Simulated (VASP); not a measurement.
Data:

```
KBr
1.0
    0.00000     3.35064     3.35064
    3.35064     0.00000     3.35064
    3.35064     3.35064     0.00000
K Br
1 1
Direct
  0.00000   0.00000   0.00000
  0.50000   0.50000   0.50000
```

These are PBE GGA, VASP's PBE PAW potentials (set 64) (plane waves; VASP) values and carry that method's errors. Run with 480 eV cut-off, 6×6×6 Γ-centred mesh, Gaussian smearing of 0.050 eV, potentials K_sv Br.

Each relaxation starts from this cell; other phases were not tried.

Q: The cell is relaxed at 1 GPa. What happens?

A: The volume per atom goes from 37.62 to 35.47 Å³ (-5.7 %), and the cell becomes a = 6.571 Å, b = 6.571 Å, c = 6.571 Å, α = 90.00°, β = 90.00°, γ = 90.00°, space group Fm-3m. The gap on the mesh goes from 4.31 to 4.47 eV.

Q: The cell is relaxed at 20 GPa. What happens?

A: The volume per atom goes from 37.62 to 23.56 Å³ (-37.4 %), and the cell becomes a = 5.733 Å, b = 5.733 Å, c = 5.733 Å, α = 90.00°, β = 90.00°, γ = 90.00°, space group Fm-3m. The gap on the mesh goes from 4.31 to 4.89 eV.

Failed runs are left out, and for metals the shear rows, which the mesh's noise covers.

The compound is KBr in the rock salt structure.
